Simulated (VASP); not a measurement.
**Cd2SnO4 (space group Pbam): computed properties**

Calculation: PBEsol GGA, VASP's PBE PAW potentials (set 64) (plane waves; VASP).

| Item | Value |
|---|---|
| space group | Pbam (55) |
| cell | a = 5.5861 Å, b = 9.9547 Å, c = 3.2069 Å, α = 90.00°, β = 90.00°, γ = 90.00° |
| volume per atom | 12.74 Å^3/atom |
| band gap (over mesh and band path) | 0.44 eV |
| smallest direct gap (over mesh and band path) | 0.46 eV |
| band-edge character | indirect, T-Z at 0.67 to Γ |
| density | 7.59 g/cm³ |

```xyz
14
Lattice="5.5861 0.0000 0.0000 0.0000 9.9547 0.0000 0.0000 0.0000 3.2069" Properties=species:S:1:pos:R:3 pbc="T T T"
Cd     0.3373     3.2212     1.6034
Cd     5.2488     6.7335     1.6034
Cd     3.1304     1.7562     1.6034
Cd     2.4557     8.1985     1.6034
Sn     5.5861     9.9547     0.0000
Sn     2.7931     4.9773     0.0000
O      0.7554     8.0354     3.2069
O      4.8307     1.9193     0.0000
O      3.5485     6.8966     3.2069
O      2.0376     3.0581     0.0000
O      1.4722     5.3716     1.6034
O      4.1139     4.5831     1.6034
O      4.2653     9.5604     1.6034
O      1.3208     0.3943     1.6034
```

Unless said otherwise, spin-orbit coupling is left out, though it shifts the bands of the heavy elements here.

The structure comes from a computed database's Cd2SnO4 entry (Pbam); how it stands against other phases isn't given here. It was relaxed first. Symmetry was kept, so distortions that lower it aren't found.
